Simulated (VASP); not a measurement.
Elastic constants (GPa) of a crystal from PBEsol GGA, VASP's PBE PAW potentials (set 64) run with VASP:

```csv
,xx,yy,zz,yz,xz,xy
xx,95.4,53.3,53.3,0.0,0.0,0.0
yy,53.3,95.4,53.3,0.0,0.0,0.0
zz,53.3,53.3,95.4,0.0,0.0,0.0
yz,0.0,0.0,0.0,43.2,0.0,0.0
xz,0.0,0.0,0.0,0.0,43.2,0.0
xy,0.0,0.0,0.0,0.0,0.0,43.2
```

Work out the Voigt, Reuss and Hill moduli, Young's modulus and Poisson's ratio.

All eigenvalues are positive (smallest 42.1 GPa), so the crystal is stable. K_V = (C11+C22+C33+2(C12+C13+C23))/9 = (286.2 + 2×159.9)/9 = 67.3 GPa; G_V = (286.2 − 159.9 + 3×129.6)/15 = 34.3 GPa. From the compliances, K_R = 67.3 GPa and G_R = 30.4 GPa. Hill: K = 67.3 GPa, G = 32.4 GPa, E = 9KG/(3K+G) = 83.7 GPa, ν = (3K−2G)/(2(3K+G)) = 0.293. K/G = 2.08, above Pugh's 1.75; universal anisotropy A^U = 0.65.

With a density of 4.77 g/cm³, what are the mean sound speeds?

v_l = √((K+4G/3)/ρ) = 4.81 km/s and v_t = √(G/ρ) = 2.61 km/s. The crystal is InP (zinc blende), cubic.

The compound is InP in the zinc blende structure. It was relaxed first.
